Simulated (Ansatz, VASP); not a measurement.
# BAs: VASP beside Ansatz, part 2 of 2

Wanted: the spread between two codes on one cell, functional and k mesh. The cell is taken from a series of runs on this material, whose earlier steps may have relaxed, scaled, displaced or heated it; both programs get it as it stands.

VASP 6.6.1 and Ansatz 0.2.0.

So far. Step 2 (VASP: single point, r2SCAN, spin-orbit coupling): The run ends at a pressure of -4.33 GPa, with forces up to 0.0044 eV/Å.

## (3) Ansatz: single point, r2SCAN, spin-orbit coupling

Level of this step: Ansatz beside VASP: Kohn-Sham DFT, plane waves, r2SCAN, spin-orbit coupling (Ansatz).

Ansatz runs on its PAW fully relativistic soft_1 files.

The same cell, functional, mesh and smearing now go to Ansatz, which takes its cutoff from its data sets.

Contents of input.yaml:

```yaml
crystal:
  lattice:
    - [-0.0381990155, 2.4008391373, 2.4008391373]
    - [2.4008391373, -0.0381990155, 2.4008391373]
    - [2.4008391373, 2.4008391373, -0.0381990155]
  atoms:
    - { symbol: B, position: [0.0005880898, 0.0005880898, 0.0005880898] }
    - { symbol: As, position: [0.7494119102, 0.7494119102, 0.7494119102] }
kpoints:
  mp_grid: { grid: [8, 8, 8] }
hamiltonian:
  xc: r2scan
  pseudopotentials: { kind: paw_fr, azcp: { folder: soft_1 } }
scf:
  occupations: { method: gaussian, width: 0.01 }
  n_extra_bands: 16
output:
  eigenvalues: true
  eigenstates:
    kpoints:
      - [0.001109529, 0.401415259, 0.401415259]
      - [0.001060892, 0.404472102, 0.404472102]
      - [0.004166372, 0.401366623, 0.404472102]
      - [0.004166372, 0.404472102, 0.401366623]
      - [0.003236652, 0.403542383, 0.405738288]
      - [-0.001086377, 0.403611165, 0.401415259]
      - [0.003236652, 0.405738288, 0.403542383]
      - [-0.001086377, 0.401415259, 0.403611165]
      - [0.005432558, 0.403542383, 0.403542383]
      - [0.001109529, 0.399219353, 0.403611165]
      - [0.004611187, 0.404916917, 0.404916917]
      - [0.001081449, 0.401387179, 0.404973078]
      - [0.001081449, 0.404973078, 0.401387179]
      - [0.004667348, 0.401387179, 0.401387179]
      - [0.001158165, 0.398358416, 0.398358416]
      - [-0.001947314, 0.401463896, 0.398358416]
      - [-0.001947314, 0.398358416, 0.401463896]
      - [-0.001017595, 0.399288136, 0.39709223]
      - [0.003305435, 0.399219353, 0.401415259]
      - [-0.001017595, 0.39709223, 0.399288136]
      - [0.003305435, 0.401415259, 0.399219353]
      - [-0.0032135, 0.399288136, 0.399288136]
      - [0.001109529, 0.403611165, 0.399219353]
      - [-0.002392129, 0.397913601, 0.397913601]
      - [0.001137609, 0.401443339, 0.39785744]
      - [0.001137609, 0.39785744, 0.401443339]
      - [-0.00244829, 0.401443339, 0.401443339]
      - [0.000927142, 0.412878422, 0.412878422]
      - [0.012572691, 0.401232872, 0.412878422]
      - [0.012572691, 0.412878422, 0.401232872]
      - [0.009086242, 0.409391972, 0.417626619]
      - [-0.007125118, 0.409649906, 0.401415259]
      - [0.009086242, 0.417626619, 0.409391972]
      - [-0.007125118, 0.401415259, 0.409649906]
      - [0.017320889, 0.409391972, 0.409391972]
      - [0.001109529, 0.393180612, 0.409649906]
      - [0.014240748, 0.414546478, 0.414546478]
      - [0.001004228, 0.401309958, 0.41475708]
      - [0.001004228, 0.41475708, 0.401309958]
      - [0.01445135, 0.401309958, 0.401309958]
      - [0.001291916, 0.389952097, 0.389952097]
      - [-0.010353634, 0.401597646, 0.389952097]
      - [-0.010353634, 0.389952097, 0.401597646]
      - [-0.006867184, 0.393438546, 0.385203899]
      - [0.009344176, 0.393180612, 0.401415259]
      - [-0.006867184, 0.385203899, 0.393438546]
      - [0.009344176, 0.401415259, 0.393180612]
      - [-0.015101831, 0.393438546, 0.393438546]
      - [0.001109529, 0.409649906, 0.393180612]
      - [-0.01202169, 0.38828404, 0.38828404]
      - [0.00121483, 0.40152056, 0.388073438]
      - [0.00121483, 0.388073438, 0.40152056]
      - [-0.012232292, 0.40152056, 0.40152056]
      - [0.0, 0.0, 0.0]
      - [-4.8636e-05, 0.003056843, 0.003056843]
      - [0.003056843, -4.8636e-05, 0.003056843]
      - [0.003056843, 0.003056843, -4.8636e-05]
      - [0.002127123, 0.002127123, 0.004323029]
      - [-0.002195906, 0.002195906, 0.0]
      - [0.002127123, 0.004323029, 0.002127123]
      - [-0.002195906, 0.0, 0.002195906]
      - [0.004323029, 0.002127123, 0.002127123]
      - [0.0, -0.002195906, 0.002195906]
      - [0.003501658, 0.003501658, 0.003501658]
      - [-2.808e-05, -2.808e-05, 0.003557819]
      - [-2.808e-05, 0.003557819, -2.808e-05]
      - [0.003557819, -2.808e-05, -2.808e-05]
      - [4.8636e-05, -0.003056843, -0.003056843]
      - [-0.003056843, 4.8636e-05, -0.003056843]
      - [-0.003056843, -0.003056843, 4.8636e-05]
      - [-0.002127123, -0.002127123, -0.004323029]
      - [0.002195906, -0.002195906, 0.0]
      - [-0.002127123, -0.004323029, -0.002127123]
      - [0.002195906, 0.0, -0.002195906]
      - [-0.004323029, -0.002127123, -0.002127123]
      - [0.0, 0.002195906, -0.002195906]
      - [-0.003501658, -0.003501658, -0.003501658]
      - [2.808e-05, 2.808e-05, -0.003557819]
      - [2.808e-05, -0.003557819, 2.808e-05]
      - [-0.003557819, 2.808e-05, 2.808e-05]
      - [-0.000182387, 0.011463162, 0.011463162]
      - [0.011463162, -0.000182387, 0.011463162]
      - [0.011463162, 0.011463162, -0.000182387]
      - [0.007976713, 0.007976713, 0.01621136]
      - [-0.008234647, 0.008234647, 0.0]
      - [0.007976713, 0.01621136, 0.007976713]
      - [-0.008234647, 0.0, 0.008234647]
      - [0.01621136, 0.007976713, 0.007976713]
      - [0.0, -0.008234647, 0.008234647]
      - [0.013131219, 0.013131219, 0.013131219]
      - [-0.000105301, -0.000105301, 0.013341821]
      - [-0.000105301, 0.013341821, -0.000105301]
      - [0.013341821, -0.000105301, -0.000105301]
      - [0.000182387, -0.011463162, -0.011463162]
      - [-0.011463162, 0.000182387, -0.011463162]
      - [-0.011463162, -0.011463162, 0.000182387]
      - [-0.007976713, -0.007976713, -0.01621136]
      - [0.008234647, -0.008234647, 0.0]
      - [-0.007976713, -0.01621136, -0.007976713]
      - [0.008234647, 0.0, -0.008234647]
      - [-0.01621136, -0.007976713, -0.007976713]
      - [0.0, 0.008234647, -0.008234647]
      - [-0.013131219, -0.013131219, -0.013131219]
      - [0.000105301, 0.000105301, -0.013341821]
      - [0.000105301, -0.013341821, 0.000105301]
      - [-0.013341821, 0.000105301, 0.000105301]
magnetization:
  noncollinear: true
  spin_orbit: true
checkpoint:
  read: start.run
  write: ck
  compress: false
  write_wavefunctions: false
  write_every: 100000
```

Launch:

```sh
$ ansatz run input.yaml --threads 4 --pin off --max-ram 9216MiB --backend cpu --events-out ev --progress --plain --runs-dir out
```

Numbers of over 12 decimals in the logs are rounded to 6 here.

Output:

```text
scf.n_extra_bands = 16 over 18 filled bands (N_el = 18.0): the run solves 34 bands
Engine: ansatz 0.2.0, x86_64-unknown-linux-gnu
Pseudopotentials: kind: paw_fr
Pseudopotential: B, paw, valence charge 3, recommended cutoff 500 eV (meta_gga), soft_1/B.paw.azcp
Pseudopotential: As, paw, valence charge 15, recommended cutoff 500 eV (meta_gga), soft_1/As.paw.azcp
Functional definition: r2SCAN
  parameter k0 = 0.174
  parameter k1 = 0.065
  parameter a1 = 4.9479
  exchange = r2scan_x(k0 = k0, k1 = k1, a1 = a1)
  correlation = r2scan_c
non-collinear run that drives no moment, with spin-orbit: no starting moment large enough to seed its density (crystal.atoms[].spin), no starting occupations that ask for one, no magnetisation constraint and no magnetic field, so the semilocal B_xc is pinned to zero
Crystal: 2 atoms, lattice volume = 28.337 Å³
Basis set: ecut = 500 eV, 719 PW (Γ), exchange–correlation on 100×100×100 points (64 copies of the dense FFT grid, shifted against one another)
Bands: 34, of which v1, the nominal top of the filled ones, is band 18 counted from 1 (17 counted from 0)
Symmetry: 6 space group operations + 6 with time reversal
Magnetic group: BNS 160.66 (UNI 1296), of the structure as read, at distance tolerance 3.0e-5 Å
k-points: 65 of 512 (time reversal used)
Projection manifold: j_resolved (fully-relativistic pseudo-atomic orbitals)
Non-local potential: B, projectors of the file, resolved by j, l = 0: 2, l = 1: 4, l = 2: 2
Non-local potential: As, projectors of the file, resolved by j, l = 0: 2, l = 1: 4, l = 2: 6, l = 3: 2
PAW form: soft (Blöchl's): semilocal exchange-correlation on the pseudo side does not see the compensation charge
PAW frozen core: B, regenerated for the run's functional (the file was generated under x = pbe(κ = 0.804, μ = 0.219515), c = pbe(β = 0.066725))
PAW frozen core: As, regenerated for the run's functional (the file was generated under x = pbe(κ = 0.804, μ = 0.219515), c = pbe(β = 0.066725))
PAW one-centre angular grid: B, 302 points (default); XC on 224 Gauss nodes
PAW one-centre angular grid: As, 590 points (default); XC on 315 of its mesh's 2695 points in the sphere
Initial density: read from a saved state, or passed on in memory by an earlier SCF of this step, an earlier step, the calling program or the single point that the run made first
Initial wavefunctions: pseudopotential atomic-orbital guess
Functional: x = r2scan, c = r2scan; τ floored in thin density (d = 2e-4 eV/Å³)
iter 1 solved again at ethr=2.82e-7 eV; its pass at ethr=3.10e-3 eV (dr2=5.07e-5 eV) is discarded
SCF iter   1: F=—  HF=-5018.318915 eV  |F-HF|=—  |Δ(HF+E_count)|=         —  Δρ=1.07e-6  dr2=9.89e-11  dr2_τ=8.57e-13  dr2_m=0.00e0 (ungated)  ethr=2.82e-7  |M|=0.00e0 ∫|m|=0.00e0 μB  |m|>n=0.0e0 m-floor=0.0e0 τ_xc=0.0e0  β_m=0.30  ⟨swp⟩=4.4  Hψ=20261  notcnv=0
eigensolver tolerance schedule: the retry pair's looser diagonalisation over-reported the residual by 512869.35 of it (diagonalisation noise at an unbounded share of the residual, at the tolerance the schedule requests for it); recorded, not acted on — ethr = c·dr2/N_el stays at c = 1.0e-1
preconditioner: auto → none  [insulator: Δε(μ)=1.272 eV  Ē_g=17.218 eV  σ=0.010 eV  W_gap=1.00  n_scr=8 (ndim 8)  ℏωp=19.7 eV  f_vac=0.002  D(μ)=0.00/eV (n_scr^D=0)  ε∞_Penn≈2.3]
SCF iter   2: F=-5018.318915 eV  HF=-5018.318915 eV  |F-HF|=3.91e-11  |Δ(HF+E_count)|=   8.63e-8  Δρ=7.51e-7  dr2=4.73e-11  dr2_τ=5.29e-13  dr2_m=0.00e0 (ungated)  ethr=1.00e-12  |M|=0.00e0 ∫|m|=0.00e0 μB  |m|>n=0.0e0 m-floor=0.0e0 τ_xc=0.0e0  ⟨swp⟩=5.7  Hψ=8550  notcnv=0
SCF 1 converged in 2 iterations: F = -5018.318915 eV  dr2 = 4.73e-11
  greatest PAW one-centre occupation: 0.999 electrons in one spin orbital (limit 2), on the As atom at site 1 (counted from 0), in its partial waves of l = 2
NSCF: frozen V_eff on 106 k-points
SCF converged after 2 iterations
Magnetization: |M| = 0.0000 μB,  M = (+0.0000, +0.0000, +0.0000) μB
Absolute magnetization: 0.0000 μB (∫|m|)
  site 0: m = (+0.0000, +0.0000, +0.0000) μB, |m| = 0.0000 μB  (R = 0.85 Å)
  site 1: m = (+0.0000, +0.0000, +0.0000) μB, |m| = 0.0000 μB  (R = 0.85 Å)
Free energy (F): -5018.318915 eV
Harris-Foulkes:  -5018.318915 eV  (|F-HF|=3.91e-11)
Internal energy: -5018.318915 eV  (E = F + TS)
E sigma→0 (E₀):  -5018.318915 eV
Fermi energy:    10.778848 eV
--- Per-component energies (eV) ---
  E_band       = -239.431022
  E_kinetic    = 144.885458
  E_local      = -1989.425078  (includes V_loc(G=0)·N_el)
  E_nonlocal   = -384.104773
  E_hartree    = 1115.288392
  E_xc         = -97.764875
  E_vxc        = -119.492845  (∫ρ·V_xc dr)
  E_paw        = -2102.384105  (= ΣΔE_a)
  E_vpaw       = -127.835516  (= ΣTr[D̂ρ^β])
  E_aug_tail   = 0.000018  (compensation charges beyond the density's cutoff)
  E_vtau       = 5.964938  (kinetic-family band-sum trace: ∫τ·v_τ [+ j·A + Jᵃ·Aᵃ] dr)
  E_ewald      = -1703.355003
  E_core_change = -1.458948  (= ΣΔE_core)
  E_smearing   = -0.000000  (= −TS)
  E_closure    = -0.000000  (closes the sum)
  Σ components = -5018.318915   (vs F -5018.318915, Δ=0.00e0)
--- Band table (eV; the first three rows and the last of 65) ---
  k-point 0: bands = [... 14 lower, 10.0282, 10.0282, 10.1431, 10.1431, 13.2016, 13.2016, 13.3490, 13.3490, ... 12 higher]
  k-point 1: bands = [... 14 lower, 9.4974, 9.5007, 9.6779, 9.6818, 13.4839, 13.5298, 13.8559, 13.8756, ... 12 higher]
  k-point 2: bands = [... 14 lower, 8.7909, 8.7921, 8.9561, 8.9585, 13.2231, 13.2339, 14.7166, 14.7234, ... 12 higher]
  k-point 64: bands = [... 14 lower, 7.9112, 7.9112, 8.0546, 8.0546, 12.4210, 12.4210, 14.8681, 14.8681, ... 12 higher]
```

## (4) Differences

Known differences besides the potentials themselves: spin-orbit coupling enters by fully relativistic files in Ansatz and inside the spheres in VASP; VASP keeps PBE cores, Ansatz makes them for the functional; the data sets hold 18 valence electrons in Ansatz (on its PAW fully relativistic soft_1 files) and 8 in VASP; the cutoff is 500 eV in Ansatz and 460 eV in VASP. Total energies have different zeros and are not compared.

Both answers:

| quantity | Ansatz | VASP | difference |
| --- | --- | --- | --- |
| gap on the k mesh (eV) | 1.272 | 1.272 | -0.001 |

A gap on the mesh is an upper bound, since the band edges may lie between its points.

## (5) Summary of results

```yaml
difference_in_gap_on_the_k_mesh_single_point_r2scan_spin_orbit_coupling: -5.5e-4 eV
```

What this shows: The difference in gap on the k mesh is -5.5e-4 eV (single point, r2SCAN, spin-orbit coupling), within the 0.08 eV picked in this series as the mark of a large difference. The data sets hold unlike numbers of valence electrons (18 in Ansatz and 8 in VASP), so part of the differences comes from the potentials. 4 further runs of this series are not shown here. Such differences can come from data sets, numerical settings and the points named under the comparisons, not from the functional's error against experiment.

[Lines on the potential files, build, host, timing and source positions are cut from VASP's logs without a mark.]

[Logs are printed without paths, hosts, clocks, repeated set-up lines and the standing remarks that a program may print on its own settings, such as how far it seeks lower states.]

[Hosts, paths, dates, database ids (printed as entryN), source tags and the programs' standing remarks are cut or masked in the printed files.]
